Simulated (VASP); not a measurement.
Calculation: PBE GGA with D4 dispersion, VASP's PBE PAW potentials (set 64) (plane waves; VASP).

VASP ran on this input.

**POSCAR**
```
SnO2
1
    4.7424757470     0.0000000000     0.0000000000
    0.0000000000     4.7424757470     0.0000000000
    0.0000000000     0.0000000000     3.2009063689
Sn O
2 4
Direct
  0.0000000000   0.0000000000   1.0000000000
  0.5000000000   0.5000000000   0.5000000000
  0.3061872371   0.3061872371   0.0000000000
  0.8061872371   0.1938127629   0.5000000000
  0.1938127629   0.8061872371   0.5000000000
  0.6938127629   0.6938127629   1.0000000000
```

**INCAR**
```
SYSTEM=SnO2
PREC=Accurate; ENCUT=520; LREAL=F
LASPH=T
EDIFF=1E-7; NELM=100; ALGO=Normal
LMAXMIX=4
ISMEAR=0; SIGMA=0.05
GGA=PE; IVDW=13
IBRION=2; NSW=30; ISIF=4
EDIFFG=-0.01
LWAVE=F; LCHARG=F
```

### KPOINTS
```
Automatic mesh
0
Gamma
5 5 7
0 0 0
```

POTCAR, in this order: Sn_d O (PBE.64 set). Program: vasp_std.

Output

**OSZICAR**
```
       N       E                     dE             d eps       ncg     rms          rms(c)
DAV:   1     0.672390383110E+03    0.67239E+03   -0.26527E+04  1566   0.263E+03
DAV:   2     0.616718937515E+02   -0.61072E+03   -0.58954E+03  1664   0.679E+02
DAV:   3    -0.382806370296E+02   -0.99953E+02   -0.97725E+02  1670   0.230E+02
DAV:   4    -0.432777317497E+02   -0.49971E+01   -0.49731E+01  1768   0.569E+01
DAV:   5    -0.434352307260E+02   -0.15750E+00   -0.15741E+00  1907   0.104E+01    0.160E+01
DAV:   6    -0.371064193226E+02    0.63288E+01   -0.24818E+01  2382   0.720E+01    0.588E+00
DAV:   7    -0.372263714332E+02   -0.11995E+00   -0.20980E+00  1642   0.866E+00    0.330E+00
DAV:   8    -0.372110123398E+02    0.15359E-01   -0.27388E-01  2072   0.555E+00    0.740E-01
DAV:   9    -0.371978308232E+02    0.13182E-01   -0.81819E-02  2334   0.412E+00    0.154E-01
DAV:  10    -0.371984404287E+02   -0.60961E-03   -0.52161E-03  2015   0.634E-01    0.509E-02
DAV:  11    -0.371985558282E+02   -0.11540E-03   -0.26196E-04  2058   0.140E-01    0.157E-02
DAV:  12    -0.371985592356E+02   -0.34074E-05   -0.19701E-05  2189   0.545E-02    0.116E-02
DAV:  13    -0.371985563013E+02    0.29343E-05   -0.13050E-05  2444   0.475E-02    0.247E-03
DAV:  14    -0.371985561257E+02    0.17556E-06   -0.14115E-06  2143   0.128E-02    0.109E-03
DAV:  15    -0.371985561276E+02   -0.18827E-08   -0.32271E-08  1122   0.151E-03
   1 F= -.38809609E+02 E0= -.38809609E+02  d E =-.388096E+02
       N       E                     dE             d eps       ncg     rms          rms(c)
DAV:   1    -0.372045858922E+02   -0.60298E-02   -0.10967E+00  1560   0.732E+00    0.544E-01
DAV:   2    -0.372035945705E+02    0.99132E-03   -0.50257E-02  1825   0.199E+00    0.309E-01
DAV:   3    -0.372005493924E+02    0.30452E-02   -0.35722E-03  2158   0.783E-01    0.809E-02
DAV:   4    -0.372005230773E+02    0.26315E-04   -0.13857E-03  2001   0.276E-01    0.261E-02
DAV:   5    -0.372005194289E+02    0.36485E-05   -0.14514E-04  1720   0.117E-01    0.947E-03
DAV:   6    -0.372005181673E+02    0.12616E-05   -0.15229E-05  2142   0.501E-02    0.404E-03
DAV:   7    -0.372005182803E+02   -0.11304E-06   -0.15193E-06  1764   0.122E-02    0.235E-03
DAV:   8    -0.372005184430E+02   -0.16273E-06   -0.19583E-07  1397   0.398E-03    0.434E-04
DAV:   9    -0.372005184512E+02   -0.81491E-08   -0.48836E-08   982   0.232E-03
   2 F= -.38811794E+02 E0= -.38811794E+02  d E =-.218416E-02
       N       E                     dE             d eps       ncg     rms          rms(c)
DAV:   1    -0.372007362510E+02   -0.21781E-03   -0.26333E-02  1566   0.113E+00    0.843E-02
DAV:   2    -0.372007149619E+02    0.21289E-04   -0.12118E-03  1840   0.314E-01    0.478E-02
DAV:   3    -0.372006428041E+02    0.72158E-04   -0.84167E-05  2168   0.121E-01    0.124E-02
DAV:   4    -0.372006422069E+02    0.59723E-06   -0.33714E-05  1994   0.424E-02    0.400E-03
DAV:   5    -0.372006418828E+02    0.32409E-06   -0.35770E-06  1734   0.183E-02    0.146E-03
DAV:   6    -0.372006419061E+02   -0.23263E-07   -0.35230E-07  1607   0.745E-03
   3 F= -.38811882E+02 E0= -.38811882E+02  d E =-.227213E-02
       N       E                     dE             d eps       ncg     rms          rms(c)
DAV:   1    -0.372008383719E+02   -0.19649E-03   -0.21106E-02  1488   0.104E+00    0.830E-02
DAV:   2    -0.372007674810E+02    0.70891E-04   -0.44418E-04  2155   0.225E-01    0.493E-02
DAV:   3    -0.372007133770E+02    0.54104E-04   -0.47683E-05  2327   0.998E-02    0.596E-03
DAV:   4    -0.372007141635E+02   -0.78646E-06   -0.12519E-05  1797   0.255E-02    0.264E-03
DAV:   5    -0.372007143080E+02   -0.14453E-06   -0.37539E-07  1487   0.655E-03    0.990E-04
DAV:   6    -0.372007143244E+02   -0.16415E-07   -0.48481E-08   982   0.276E-03
   4 F= -.38811954E+02 E0= -.38811954E+02  d E =-.719788E-04
```

### OUTCAR
```
------------------------ aborting loop because EDIFF is reached ----------------------------------------
  Edisp (eV):   -1.61124
  FORCE on cell =-STRESS in cart. coord.  units (eV):
  Direction    XX          YY          ZZ          XY          YZ          ZX
  --------------------------------------------------------------------------------------
  Total       2.70334     2.70334     2.73264     0.00000     0.00000     0.00000
  in kB      60.16277    60.16277    60.81488     0.00000     0.00000     0.00000
  external pressure =       60.38 kB  Pullay stress =        0.00 kB
  volume of cell :       71.99
      direct lattice vectors                 reciprocal lattice vectors
     4.732738821  0.000000000  0.000000000     0.211294144 -0.000000000  0.000000000
     0.000000000  4.732738821  0.000000000    -0.000000000  0.211294144  0.000000000
     0.000000000  0.000000000  3.214090721     0.000000000  0.000000000  0.311129986
 POSITION                                       TOTAL-FORCE (eV/Angst)
 -----------------------------------------------------------------------------------
      4.73274      4.73274      3.21409         0.000000      0.000000     -0.000000
      2.36637      2.36637      1.60705         0.000000      0.000000     -0.000000
      1.44659      1.44659      0.00000         0.003698      0.003698      0.000000
      3.81296      0.91978      1.60705         0.003698     -0.003698     -0.000000
      0.91978      3.81296      1.60705        -0.003698      0.003698      0.000000
      3.28615      3.28615      3.21409        -0.003698     -0.003698     -0.000000
 -----------------------------------------------------------------------------------
    total drift:                                0.000000      0.000000      0.000000
  FREE ENERGIE OF THE ION-ELECTRON SYSTEM (eV)
  ---------------------------------------------------
  free  energy   TOTEN  =       -38.8119535926 eV

  energy  without entropy=      -38.8119535926  energy(sigma->0) =      -38.81195359

 reached required accuracy - stopping structural energy minimisation
```
(Selected blocks of OUTCAR.)

**CONTCAR**
```
SnO2
   1.00000000000000
     4.7327388212366195    0.0000000000000000    0.0000000000000000
     0.0000000000000000    4.7327388212366195    0.0000000000000000
     0.0000000000000000    0.0000000000000000    3.2140907214084047
  Sn              O
     2     4
Direct
     1.0000000000000000    1.0000000000000000    1.0000000000000000
     0.5000000000000000    0.5000000000000000    0.5000000000000000
     0.3056565119402558    0.3056565119402558    0.0000000000000000
     0.8056565119402558    0.1943434880597442    0.5000000000000000
     0.1943434880597442    0.8056565119402558    0.5000000000000000
     0.6943434880597442    0.6943434880597442    1.0000000000000000
```

The compound is SnO2 in the rutile structure. This cell is one point of a volume scan, at 0.97 of the reference volume. Symmetry was kept, so distortions that lower it aren't found.
